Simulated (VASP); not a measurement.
Here is the system:

```xyz
2
Lattice="1.3821 -2.3939 0.0000 1.3821 2.3939 0.0000 0.0000 0.0000 4.3656" Properties=species:S:1:pos:R:3 pbc="T T T"
Ru     1.3821     0.7980     1.0914
Ru     1.3821    -0.7980     3.2742
```

These are PBE GGA, VASP's PBE PAW potentials (set 64) (plane waves; VASP 6.6.1) values and carry that method's errors. Settings: 400 eV cut-off, 11×11×6 Γ-centred mesh, first-order Methfessel-Paxton smearing of 0.10 eV, potentials Ru_pv.

Q: Give the stress tensor in GPa (positive for a compressed cell).

A: 
```
-14.09    0.00    0.00
  0.00  -14.09    0.00
  0.00    0.00  -14.67
```
The pressure is its mean diagonal, -14.28 GPa.

The compound is Ru in the hcp structure. The cell was not relaxed at this level.
